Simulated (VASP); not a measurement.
Consider the following.

```
ZrS2
1.0
    1.80096    -3.16632     0.00000
    1.80096     3.16632     0.00000
    0.00000     0.00000     5.79471
Zr S
1 2
Cartesian
  0.00000   0.00000   0.00000
  1.80096   1.05544   1.44868
  1.86246  -1.05544   4.34604
```

Method: PBE GGA, VASP's PBE PAW potentials (set 64) (plane waves; VASP). Run with 400 eV cut-off, 6×6×4 Γ-centred mesh, first-order Methfessel-Paxton smearing of 0.010 eV, potentials Zr_sv S.

Q: Estimate the energy per atom (σ→0), pressure, largest force.

A: 
```
Item                             Value
---------------------  ---------------
energy per atom (σ→0)   -7.117 eV/atom
pressure                     38.1 kbar
largest force          0.01478 Ry/bohr
```

The absolute energy has meaning only against runs of the same code, potentials and settings.

The compound is ZrS2 in the 1T layered structure. The cell was not relaxed at this level, atoms are displaced from their ideal sites. The run is one of a series of settings (ISMEAR = 1, SIGMA = 0.01 against the base run), some of them coarse on purpose.
